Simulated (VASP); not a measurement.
VASP runs on Te$_{2}$W (space group R-3m) share one base input (PBE GGA, plane waves, VASP's PBE PAW potentials (set 64)) and change the settings named in each case.

### POSCAR
```
Te2W
1
    2.0629390000     1.1910380000     6.2542570000
   -2.0629390000     1.1910380000     6.2542570000
    0.0000000000    -2.3820770000     6.2542570000
W Te
1 2
Direct
  0.0000000000   0.0000000000   0.0000000000
  0.2520000000   0.2520000000   0.2520000000
  0.7480000000   0.7480000000   0.7480000000
```

**KPOINTS**
```
Regular mesh
0
Gamma
5 5 5
0 0 0
```

INCAR:
```
PREC=Accurate
SIGMA=0.1   # width (eV)
ALGO=Normal   # blocked Davidson
ENCUT=300
EDIFF=1E-6   # SCF stop (eV)
LWAVE=.False.
LREAL=.False.   # projection in real space or not
LCHARG=.False.
GGA=PE   # PBE
NELM=100
SYSTEM=Te2W
LMAXMIX=6   # l cut-off of mixed one-centre charges
ISIF=2   # forces and stress, cell fixed
LASPH=.True.
ISMEAR=0
```

POTCAR, in this order: W_sv Te (PBE.64 set). Program: vasp_std.

| change | E(σ→0) (eV/atom) | pressure (GPa) | −TS (eV) |
|---|---|---|---|
| base run | -5.9846 | -5.63 | -0.0075 |
| GGA = PS | -6.4477 | -8.52 | -0.0074 |
| GGA_COMPAT = .FALSE., LNONCOLLINEAR = .TRUE., LSORBIT = .TRUE., MAGMOM = 0.0 0.0 0.0 0.0 0.0 0.0 0.0 0.0 0.0, program vasp_ncl | -6.3572 | -5.31 | -0.0072 |
| KPOINTS 6×6×6 Γ-centred mesh | -5.9659 | -5.51 | -0.0279 |
 Energies of different potentials or functionals have different zeros.  Unless said otherwise, spin-orbit coupling is left out, though it shifts the bands of the heavy elements here. At 300 eV the pressure can carry a Pulay error.

Left out are runs that ran out of time, are held back, or changed the cell or the kind of run, fixed moments of cells without a moment, rows past the twelfth, gaps on odd meshes, pressures of charged cells and columns that move by less than the noise.

The structure was generated: Te2W was put into an ordered model structure, which need not be its known phase. The cell was not relaxed at this level, its lattice was scaled by up to 2.5 %.
